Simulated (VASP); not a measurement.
Computed with PBEsol GGA, VASP's PBE PAW potentials (set 64) (plane waves; VASP 6.6.1).

VASP input:

### KPOINTS
```
Automatic mesh
0
gamma
  15 15 15
0 0 0
```

### POSCAR
```
Al
1.0
  2.7007615696   0.0000000000   0.0000000000
  0.0000000000   2.7007615696   0.0000000000
  0.0000000000   0.0000000000   2.7007615696
Al
1
Cartesian
  0.0000000000   0.0000000000   0.0000000000
```

INCAR:
```
# general
SYSTEM=Al
PREC  =Accurate
ENCUT =400   # plane-wave cut-off (eV)
LREAL =F   # projection in real space or not
LASPH =T

# electronic loop
EDIFF =1E-7   # SCF stop (eV)
NELM  =100
ALGO  =Normal

# smearing
ISMEAR=-5   # tetrahedra, Bloechl

# functional
GGA   =PS

# ions
ISIF  =2

# output
LWAVE =F
LCHARG=T
LORBIT=11
NEDOS =601
```

POTCAR, in this order: Al (PBE.64 set). Program: vasp_std.

The run wrote:

File OSZICAR:
```
       N       E                     dE             d eps       ncg     rms          rms(c)
DAV:   1    -0.215201858821E+01   -0.21520E+01   -0.70596E+02  1325   0.245E+02
DAV:   2    -0.368801264369E+01   -0.15360E+01   -0.14218E+01  1640   0.246E+01
DAV:   3    -0.370111761377E+01   -0.13105E-01   -0.13056E-01  1625   0.262E+00
DAV:   4    -0.370115595860E+01   -0.38345E-04   -0.39460E-04  1760   0.133E-01
DAV:   5    -0.370115602591E+01   -0.67310E-07   -0.66761E-07  1660   0.431E-03    0.113E+00
DAV:   6    -0.369372244393E+01    0.74336E-02   -0.20315E-03  1500   0.245E-01    0.643E-01
DAV:   7    -0.368886858418E+01    0.48539E-02   -0.49234E-03  1515   0.376E-01    0.122E-01
DAV:   8    -0.368886436583E+01    0.42184E-05   -0.49319E-05  1805   0.673E-02    0.148E-02
DAV:   9    -0.368886304559E+01    0.13202E-05   -0.46675E-07  1585   0.413E-03    0.113E-03
DAV:  10    -0.368886260482E+01    0.44076E-06   -0.87706E-09  1250   0.895E-04    0.128E-03
DAV:  11    -0.368886256764E+01    0.37184E-07   -0.49240E-10   710   0.194E-04
   1 F= -.36888626E+01 E0= -.36888626E+01  d E =0.000000E+00
```

### OUTCAR
```
------------------------ aborting loop because EDIFF is reached ----------------------------------------
  FORCE on cell =-STRESS in cart. coord.  units (eV):
  Direction    XX          YY          ZZ          XY          YZ          ZX
  --------------------------------------------------------------------------------------
  Total        0.0109170      0.0109170      0.0109170     -0.0000000      0.0000000      0.0000000
  in kB        0.8878845      0.8878845      0.8878845     -0.0000000      0.0000000      0.0000000
  external PRESSURE =       0.8878845 kB  Pullay stress =       0.0000000 kB
  volume of cell :       19.70
      direct lattice vectors                 reciprocal lattice vectors
     2.700761570  0.000000000  0.000000000     0.370265932  0.000000000  0.000000000
     0.000000000  2.700761570  0.000000000     0.000000000  0.370265932  0.000000000
     0.000000000  0.000000000  2.700761570     0.000000000  0.000000000  0.370265932
 POSITION                                       TOTAL-FORCE (eV/Angst)
 -----------------------------------------------------------------------------------
      0.00000      0.00000      0.00000         0.000000      0.000000      0.000000
 -----------------------------------------------------------------------------------
    total drift:                                0.000000     -0.000000     -0.000000
  FREE ENERGIE OF THE ION-ELECTRON SYSTEM (eV)
  ---------------------------------------------------
  free  energy   TOTEN  =        -3.6888625676 eV

  energy  without entropy=       -3.6888625676  energy(sigma->0) =       -3.68886257

 total charge

# of ion       s       p       d       tot
------------------------------------------
    1        0.466   0.329   0.000   0.795
```
(Selected blocks of OUTCAR.)

### OUTCAR
```
 val. band max:        5.9395068179   @ k =   0.4000   0.4000   0.1333

 cond. band min:       5.8527418504   @ k =   0.4000   0.2667   0.2667


 Fermi energy:         5.7678404822

 k-point     1 :       0.0000    0.0000    0.0000
  band No.  band energies     occupation
      1      -3.8747      2.00000
      2      13.8529      0.00000
      3      13.8529      0.00000
      4      15.0930      0.00000
      5      15.0930      0.00000

 k-point     2 :       0.0667    0.0000    0.0000
  band No.  band energies     occupation
      1      -3.7855      2.00000
      2      12.3698      0.00000
      3      13.9282      0.00000
      4      15.1678      0.00000
      5      15.1678      0.00000

 k-point     3 :       0.1333    0.0000    0.0000
  band No.  band energies     occupation
      1      -3.5183      2.00000
      2      10.3889      0.00000
      3      14.1505      0.00000
      4      15.3920      0.00000
      5      15.3920      0.00000

 k-point     4 :       0.2000    0.0000    0.0000
  band No.  band energies     occupation
      1      -3.0746      2.00000
      2       8.4393      0.00000
      3      14.5096      0.00000
      4      15.7650      0.00000
      5      15.7650      0.00000

 k-point     5 :       0.2667    0.0000    0.0000
  band No.  band energies     occupation
      1      -2.4574      2.00000
      2       6.5859      0.08330
      3      14.9846      0.00000
      4      16.2850      0.00000
      5      16.2850      0.00000

 k-point     6 :       0.3333    0.0000    0.0000
  band No.  band energies     occupation
      1      -1.6719      2.00000
      2       4.8601      1.93546
      3      15.5304      0.00000
      4      16.9468      0.00000
      5      16.9468      0.00000

 k-point     7 :       0.4000    0.0000    0.0000
  band No.  band energies     occupation
      1      -0.7313      2.00000
      2       3.2873      2.00000
      3      16.0581      0.00000
...
```

For a metal the tetrahedron method with Blöchl corrections gives inexact stress and forces.

The structure was generated: Al was put into the simple-cubic type (Pm-3m), which need not be its known phase. It was relaxed first, which changed the volume by +6 %.
